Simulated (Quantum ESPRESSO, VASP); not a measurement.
This is a calculation of Ca3Lu for Quantum ESPRESSO 7.5. The cell comes from a database or a generator and needn't be the stable form of this composition.

pw.in

```
&CONTROL
  calculation = 'scf'
  prefix = 'pwscf'
  outdir = './tmp'
  pseudo_dir = './pseudo'
  tprnfor = .true.
  tstress = .true.
  disk_io = 'low'
/
&SYSTEM
  ibrav = 0
  nat = 4
  ntyp = 2
  ecutwfc = 55
  ecutrho = 440
  nbnd = 37
  occupations = 'smearing'
  smearing = 'fd'
  degauss = 0.00367493
/
&ELECTRONS
  conv_thr = 8d-10
  electron_maxstep = 120
  mixing_beta = 0.5
/
ATOMIC_SPECIES
Lu   174.9668 Lu.paw.z_25.atompaw.wentzcovitch.v1.2.upf
Ca    40.0780 Ca_pbe_v1.uspp.F.UPF
CELL_PARAMETERS angstrom
   5.3617750000    0.0000000000    0.0000000000
   0.0000000000    5.3617750000    0.0000000000
   0.0000000000    0.0000000000    5.3617750000
ATOMIC_POSITIONS crystal
Lu     0.5000000000    0.5000000000    0.5000000000
Ca     0.0000000000    0.0000000000    0.5000000000
Ca     0.0000000000    0.5000000000    0.0000000000
Ca     0.5000000000    0.0000000000    0.0000000000
K_POINTS automatic
5 5 5 0 0 0
```

pp_density.in

```
&INPUTPP
  prefix = 'pwscf'
  outdir = './tmp'
  filplot = 'density.dat'
  plot_num = 0
/
&PLOT
  nfile = 1
  filepp(1) = 'density.dat'
  iflag = 3
  output_format = 6
  fileout = 'density.cube'
/
```

The input pp_potential.in:

```
&INPUTPP
  prefix = 'pwscf'
  outdir = './tmp'
  filplot = 'potential.dat'
  plot_num = 11
/
&PLOT
  nfile = 1
  filepp(1) = 'potential.dat'
  iflag = 3
  output_format = 6
  fileout = 'potential.cube'
/
```

Potentials or basis: SSSP 1.3 efficiency PBE.

Command:

```sh
$ OMP_NUM_THREADS=1 pw.x -in pw.in > pw.out
$ OMP_NUM_THREADS=1 pp.x -in pp_density.in > pp_density.out
$ OMP_NUM_THREADS=1 pp.x -in pp_potential.in > pp_potential.out
```

**Question.** Set up the same calculation for VASP 6.6.1. Potentials or basis there: PBE PAW files Ca_sv, Lu, 520 eV.

**Answer.** As run (cutoffs and basis follow the program's own potentials, and thresholds, step limits or extra output files can differ):

The input INCAR:

```
  PREC = Accurate
  ENCUT = 520
  EDIFF = 1E-7
  ISMEAR = -1
  SIGMA = 0.05
  LREAL = F
  LASPH = T
  NELM = 60
  ALGO = Normal
  ISIF = 2
  LWAVE = F
  LCHARG = T
  GGA = PE
  LELF = T
  LVHAR = T
  NBANDS = 36
```

KPOINTS

```
regular mesh
0
Gamma
  5 5 5
```

The input POSCAR:

```
Ca3Lu
1.0
    5.3617750000      0.0000000000      0.0000000000
    0.0000000000      5.3617750000      0.0000000000
    0.0000000000      0.0000000000      5.3617750000
Lu Ca
1 3
Direct
    0.5000000000      0.5000000000      0.5000000000
    0.0000000000      0.0000000000      0.5000000000
    0.0000000000      0.5000000000      0.0000000000
    0.5000000000      0.0000000000      0.0000000000
```

Potentials or basis: VASP PAW PBE potentials, release 64 (Lu, Ca_sv).

Launch:

```bash
$ cat potpaw_PBE.64/Lu/POTCAR potpaw_PBE.64/Ca_sv/POTCAR > POTCAR
$ mpirun -np 1 vasp_std > vasp.out
```

Both were run:

|  | Quantum ESPRESSO | VASP |
| --- | --- | --- |
| Pressure | -0.1 GPa | 0.0 GPa |

Pressure is positive in compression.
